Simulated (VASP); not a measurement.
Write the native input for VASP 6.6.1 that does the following.

```yaml
Task: single point
Functional: LDA
Potentials_or_basis: VASP PAW LDA potentials, release 64 (Si, Te)
Cutoff: 520 eV
k_mesh: 6 × 6 × 6
Occupations: gaussian, width 0.05 eV
Spin: no spin polarisation
Dipole_correction: no
Further_INCAR_settings: ALGO = Normal; EDIFF = 1e-06; NBANDS = 15
```

The structure of SiTe2 lies in POSCAR:

```
SiTe2
1.0
    0.0000000000      3.1041814573      3.1041814573
    3.1041814573      0.0000000000      3.1041814573
    3.1041814573      3.1041814573      0.0000000000
Si Te
1 2
Direct
    0.0000000000      0.0000000000      0.0000000000
    0.2500000000      0.2500000000      0.2500000000
    0.7500000000      0.7500000000      0.7500000000
```

The cell comes from a database or a generator and needn't be the stable form of this composition.

The input as run:

INCAR

```
PREC = Accurate
ENCUT = 520
EDIFF = 1E-6
ISMEAR = 0
SIGMA = 0.05
LREAL = False
LASPH = True
NELM = 100
ALGO = Normal
ISIF = 2
LWAVE = False
LCHARG = False
GGA = CA
NBANDS = 15
```

KPOINTS

```
regular mesh
0
Gamma
  6 6 6
```

Potentials or basis: VASP PAW LDA potentials, release 64 (Si, Te).

Command:

```bash
$ cat potpaw_LDA.64/Si/POTCAR potpaw_LDA.64/Te/POTCAR > POTCAR
$ mpirun -np 1 vasp_std > vasp.out
```

Results of the run:

| Item | Value |
| --- | --- |
| Pressure | 28.9 GPa |
| Band gap on the k mesh | none (metal or under the smearing width) |

Caveat: a pressure of tens of GPa on the cell as given is suspect, and the run, the potentials or the cell itself is likely at fault.

Run time: 14 s on 1 thread of Intel(R) Xeon(R) Platinum 8488C (Sapphire Rapids) (shared host), peak memory 0.17 GiB.
